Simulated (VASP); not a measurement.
Set up this calculation in VASP 6.6.1, as the native input.

* Task: relaxation of cell and atoms
* Functional: PBE
* Potentials or basis: VASP PAW PBE potentials, release 64 (Zn, Ge_d)
* Cutoff: 600 eV
* k mesh: 6 × 6 × 6
* Occupations: gaussian, width 0.05 eV
* Spin: no spin polarisation
* Further INCAR settings: ALGO = Normal; EDIFF = 1e-06; IBRION = 2; EDIFFG = -0.005; NSW = 40; ISIF = 3

The structure of Zn2Ge3 lies in POSCAR:

```
Zn2Ge3
1.0
    4.8641300000      0.0000000000      0.0000000000
    0.0000000000      4.8641300000      0.0000000000
    0.0000000000      0.0000000000      4.8641300000
Zn Ge
2 3
Direct
    0.0000000000      0.0000000000      0.0000000000
    0.5000000000      0.5000000000      0.5000000000
    0.5000000000      0.0000000000      0.0000000000
    0.0000000000      0.5000000000      0.0000000000
    0.0000000000      0.0000000000      0.5000000000
```

The cell was built by a generator and needn't be a form met in nature.

The input as run:

INCAR

```
ALGO = Normal
EDIFF = 1E-6
EDIFFG = -0.005
ENCUT = 600
GGA = PE
IBRION = 2
ISIF = 3
ISMEAR = 0
LASPH = True
LCHARG = False
LREAL = False
LWAVE = False
NELM = 80
NSW = 40
PREC = Accurate
SIGMA = 0.05
```

KPOINTS

```
k-points
0
Gamma
  6 6 6
```

Potentials or basis: VASP PAW PBE potentials, release 64 (Zn, Ge_d).

The run is started by

```bash
$ cat potpaw_PBE.64/Zn/POTCAR potpaw_PBE.64/Ge_d/POTCAR > POTCAR
$ mpirun -np 1 vasp_std > vasp.out
```

It gave:

| Item | Value |
| --- | --- |
| Relaxed volume | 23.37 Å³/atom |
| Relaxed cell | a = 4.889 Å, b = 4.889 Å, c = 4.889 Å, α = 90.00°, β = 90.00°, γ = 90.00° |
| Space group after relaxing (to 0.05 Å) | Pm-3m (No. 221) |
| Energy gained by relaxing | 0.6 meV/atom |
| Ionic steps | 3 |
| Pressure after relaxing | 0.0 GPa |
| Band gap on the k mesh | none (metal or under the smearing width) |

It took 2.8 min on 1 thread of Intel(R) Xeon(R) Platinum 8488C (Sapphire Rapids) (shared host), peak memory 0.29 GiB.
